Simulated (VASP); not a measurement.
Consider the following.

```
PbTe
1.0
    0.00000     3.25711     3.25711
    3.25711     0.00000     3.25711
    3.25711     3.25711     0.00000
Te Pb
1 1
Direct
  0.50000   0.50000   0.50000
  0.00000   0.00000   0.00000
```

The numbers are results of rev-vdW-DF2, VASP's PBE PAW potentials (set 64) (plane waves; VASP 6.6.1), not measurements. Settings: 520 eV cut-off, 8×8×8 Γ-centred mesh, tetrahedra with Blöchl corrections, potentials Te Pb_d.

Unless said otherwise, spin-orbit coupling is left out, though it shifts the bands of the heavy elements here.

### Question
Estimate the energy per atom (σ→0), band gap (on the k-mesh) with the smallest direct gap where there is one.

### Answer

- band gap (on the k-mesh): 0.77 eV
- smallest direct gap (on the k-mesh): 0.77 eV
- energy per atom (σ→0): -1.519 eV/atom

Only differences to runs with the same potentials and settings are physical.

The compound is PbTe in the rock salt structure. It was relaxed first.
